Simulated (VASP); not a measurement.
Method: PBEsol GGA, VASP's PBE PAW potentials (set 64) (plane waves; VASP).

VASP ran on this input.

### KPOINTS
```
k-points along high-symmetry lines
15
Line-mode
Reciprocal
  0.000000   0.000000   0.000000 ! GAMMA
  0.000000   0.500000   0.000000 ! X

  0.000000   0.500000   0.000000 ! X
  0.500000   0.500000   0.000000 ! M

  0.500000   0.500000   0.000000 ! M
  0.000000   0.000000   0.000000 ! GAMMA

  0.000000   0.000000   0.000000 ! GAMMA
  0.500000   0.500000   0.500000 ! R

  0.500000   0.500000   0.500000 ! R
  0.000000   0.500000   0.000000 ! X

  0.500000   0.500000   0.500000 ! R
  0.500000   0.500000   0.000000 ! M
```

File POSCAR:
```
TiCo
1
    2.9308550557    -0.0000000000    -0.0000000000
    0.0000000000     2.9308550557     0.0000000000
   -0.0000000000     0.0000000000     2.9308550557
Ti Co
1 1
Direct
  0.0000000000   0.0000000000   0.0000000000
  0.5000000000   0.5000000000   0.5000000000
```

INCAR:
```
SYSTEM = TiCo
PREC = Accurate
ENCUT = 520
EDIFF = 1E-7
NELM = 100
ALGO = Normal
LREAL = .FALSE.
LASPH = .TRUE.
ISMEAR = 0
SIGMA = 0.05
GGA = PS
LMAXMIX = 4
LWAVE = .FALSE.
LCHARG = .FALSE.
LORBIT = 11
ICHARG = 11
```

POTCAR, in this order: Ti_sv Co (PBE.64 set). Program: vasp_std. Read from the step before: CHGCAR.

What VASP printed:

**OSZICAR**
```
       N       E                     dE             d eps       ncg     rms          rms(c)
DAV:   1     0.151485531502E+03    0.15149E+03   -0.10903E+04  2520   0.195E+03
DAV:   2    -0.752804454111E+01   -0.15901E+03   -0.15632E+03  2562   0.415E+02
DAV:   3    -0.169458079642E+02   -0.94178E+01   -0.93015E+01  4060   0.107E+02
DAV:   4    -0.171935086795E+02   -0.24770E+00   -0.24641E+00  3022   0.146E+01
DAV:   5    -0.172051647678E+02   -0.11656E-01   -0.11656E-01  3684   0.277E+00
DAV:   6    -0.172053222356E+02   -0.15747E-03   -0.15747E-03  3002   0.317E-01
DAV:   7    -0.172053275163E+02   -0.52807E-05   -0.52815E-05  3850   0.526E-02
DAV:   8    -0.172053275903E+02   -0.74017E-07   -0.74655E-07  2932   0.604E-03
   1 F= -.17205328E+02 E0= -.17202848E+02  d E =-.495902E-02
```

### OUTCAR
```
 val. band max:       10.2603165050   @ k =   0.4286   0.5000   0.0000

 cond. band min:      10.2859744650   @ k =   0.1071   0.5000   0.1071



 k-point     1 :       0.0000    0.0000    0.0000
  band No.  band energies     occupation
      1     -46.3752      2.00000
      2     -22.5477      2.00000
      3     -22.5477      2.00000
      4     -22.5477      2.00000
      5       2.5882      2.00000
      6       6.4354      2.00000
      7       6.4354      2.00000
      8       8.9488      2.00000
      9       8.9488      2.00000
     10       8.9488      2.00000
     11      11.3143      0.00000
     12      11.3143      0.00000
     13      13.4232      0.00000
     14      13.4232      0.00000

 k-point     2 :       0.0000    0.0357    0.0000
  band No.  band energies     occupation
      1     -46.3747      2.00000
      2     -22.5525      2.00000
      3     -22.5474      2.00000
      4     -22.5474      2.00000
      5       2.6150      2.00000
      6       6.4475      2.00000
      7       6.4486      2.00000
      8       8.9468      2.00000
      9       8.9468      2.00000
     10       8.9538      2.00000
     11      11.2999      0.00000
     12      11.3201      0.00000
     13      13.3832      0.00000
     14      13.3950      0.00000

 k-point     3 :       0.0000    0.0714    0.0000
  band No.  band energies     occupation
      1     -46.3732      2.00000
      2     -22.5665      2.00000
      3     -22.5464      2.00000
      4     -22.5464      2.00000
      5       2.6950      2.00000
      6       6.4839      2.00000
      7       6.4876      2.00000
      8       8.9413      2.00000
      9       8.9413      2.00000
     10       8.9686      2.00000
     11      11.2569      0.00000
     12      11.3368      0.00000
     13      13.2685      0.00000
     14      13.2686      0.00000

 k-point     4 :       0.0000    0.1071    0.0000
  band No.  band energies     occupation
      1     -46.3708      2.00000
...
```

The density is held fixed in this step, so its total energy and stress have no physical meaning.

The compound is TiCo in the CsCl type structure. It was relaxed first, which changed the volume by -6 %. The run is not spin-polarised, so no magnetic state was tried. The electron count is odd and the run is not spin-polarised, which forces a metal.
